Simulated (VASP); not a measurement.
```xyz
1
Lattice="-1.6094 1.6094 1.6094 1.6094 -1.6094 1.6094 1.6094 1.6094 -1.6094" Properties=species:S:1:pos:R:3 pbc="T T T"
W      0.0000     0.0000     0.0000
```

These are PBE GGA, VASP's PBE PAW potentials (set 64) (plane waves; VASP) values and carry that method's errors. Run with 520 eV cut-off, 16×16×16 Γ-centred mesh, first-order Methfessel-Paxton smearing of 0.10 eV, potentials W_sv.

Q: The job: W (bcc), 1 atom, PBE, static run, 520 eV, 16×16×16 Γ-centred mesh. Roughly how much core time does it take on a busy server core?

A: About 20 core-seconds (one run on a shared machine, a rough figure). It had 145 irreducible k-points, 11 bands, up to 466 plane waves and 13 electronic steps.

The compound is W in the bcc structure. This cell is one point of a volume scan, at 1.03 of the reference volume.
